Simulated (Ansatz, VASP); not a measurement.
## Rb4NCl in VASP and in Ansatz

```
Rb N Cl
1.0
     6.95157    0.00000    0.00000
     0.00000    6.95157    0.00000
     0.00000    0.00000    6.95157
Rb N Cl
4 1 1
Direct
  0.27226 0.27226 0.27226
  0.72774 0.72774 0.27226
  0.72774 0.27226 0.72774
  0.27226 0.72774 0.72774
  0.50000 0.50000 0.50000
  0.00000 0.00000 0.00000
```

Alike in both runs: functional PBE; k mesh 6 × 6 × 6; occupations gaussian, width 0.1 eV; collinear spin.

Ansatz relaxed the structure, and its values are those at the end. VASP's run is a single point on that final structure, the one shown.

|  | VASP | Ansatz |
| --- | --- | --- |
| version | VASP 6.6.1 | Ansatz 0.2.0 |
| potentials or method | VASP PAW PBE potentials, release 64 (Rb_sv, N, Cl) | scalar-relativistic, plane waves, PAW |
| plane-wave cutoff (eV) | 520 | 420 |
| valence electrons in the cell | 48 | 48 |

Ansatz gave:

```
gap on the k mesh at the Fermi level (eV)                     : none
pressure (GPa)                                                : 0.0
rms of the force components (eV/Å)                            : 0.004
net moment per atom (μB)                                      : 0.09
size of the moment on the site where the two differ most (μB) : 0.76
```

Question: Which values does VASP return?

Answer: gap on the k mesh at the Fermi level (eV): none; pressure (GPa): 0.1; rms of the force components (eV/Å): 0.002; net moment per atom (μB): 0.09; size of the moment on the site where the two differ most (μB): 0.54.

Site moments also hang on the region over which each program counts them. A gap of «none» marks a metal or a gap that the smearing closes. The functional is the same, so the differences come from potentials, cutoffs and numerics.
